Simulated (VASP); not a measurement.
A VASP calculation is set up with these files.

File KPOINTS:
```
kpoints
0
Monkhorst Pack
  7 7 7
0 0 0
```

### INCAR
```
! general
SYSTEM  = Rb
PREC    = Accurate
ENCUT   = 400
LREAL   = .False.
LASPH   = .True.   ! aspherical one-centre terms

! electronic loop
EDIFF   = 1E-6   ! SCF stop (eV)
NELM    = 100
ALGO    = Normal
LMAXMIX = 4   ! l cut-off of mixed one-centre charges

! smearing
ISMEAR  = 1   ! Methfessel-Paxton
SIGMA   = 0.1

! functional
GGA     = PE   ! PBE

! ions
ISIF    = 2   ! forces and stress, cell fixed

! output
LWAVE   = .False.
LCHARG  = .False.
```

**POSCAR**
```
Rb
1
   -2.8250000000     2.8250000000     2.8250000000
    2.8250000000    -2.8250000000     2.8250000000
    2.8250000000     2.8250000000    -2.8250000000
Rb
1
Direct
  0.0000000000   0.0000000000   0.0000000000
```

POTCAR, in this order: Rb_sv (PBE.64 set). Program: vasp_std.

Q: Translate this PBE calculation to Quantum ESPRESSO's pw.x.

A: One equivalent input (not run):
```
&CONTROL
  calculation = 'scf'
  pseudo_dir = './pseudo'
  outdir = './out'
  tprnfor = .true.
  tstress = .true.
/
&SYSTEM
  ibrav = 0
  nat = 1
  ntyp = 1
  ecutwfc = 46.3
  occupations = 'smearing'
  smearing = 'methfessel-paxton'
  degauss = 0.00735
  input_dft = 'pbe'
/
&ELECTRONS
  conv_thr = 7.3e-08
  electron_maxstep = 100
/
ATOMIC_SPECIES
  Rb 85.468 Rb.upf
CELL_PARAMETERS angstrom
    -2.8250000    2.8250000    2.8250000
     2.8250000   -2.8250000    2.8250000
     2.8250000    2.8250000   -2.8250000
ATOMIC_POSITIONS crystal
  Rb   0.0000000  0.0000000  0.0000000
K_POINTS automatic
  7 7 7 0 0 0
```
What does not carry over: the potentials are each code's own (VASP's PAW set, PseudoDojo norm-conserving files in pw.x), so ENCUT and ecutwfc are chosen apart and not converted; conv_thr bounds pw.x's estimated SCF error, while EDIFF bounds the energy change between steps.

The compound is Rb in the bcc structure. The cell was not relaxed at this level. The run is one of a series of settings (KPOINTS 7×7×7 Monkhorst-Pack mesh against the base run), some of them coarse on purpose.
